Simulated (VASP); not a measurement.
Input:

```
CELL_PARAMETERS angstrom
      3.77007     0.00000     0.00000
      0.00000     3.77007     0.00000
      0.00000     0.00000     4.63996
ATOMIC_POSITIONS crystal
  Sn 0.50000 0.00000 0.75242
  Sn 0.00000 0.50000 0.24758
  O  0.50000 0.50000 0.00000
  O  0.00000 0.00000 0.00000
```

Level of theory: LDA (Ceperley-Alder, Perdew-Zunger), VASP's LDA PAW potentials (set 64) (plane waves; VASP). Run with 520 eV cut-off, 9×9×8 Γ-centred mesh, tetrahedra with Blöchl corrections, potentials Sn_d O.

The cores are frozen, which limits the accuracy of field gradients.

Give the principal components of the electric field gradient (V/Å²) and the asymmetry η at each nucleus.

```tsv
atom	Vxx	Vyy	Vzz	η
Sn1	84.0	84.0	-168.0	0.00
Sn2	84.0	84.0	-168.0	0.00
O3	-1.3	-1.3	2.6	0.00
O4	-1.3	-1.3	2.6	0.00
```

The compound is SnO in the litharge structure. It was relaxed first, which changed the volume by -6 %.
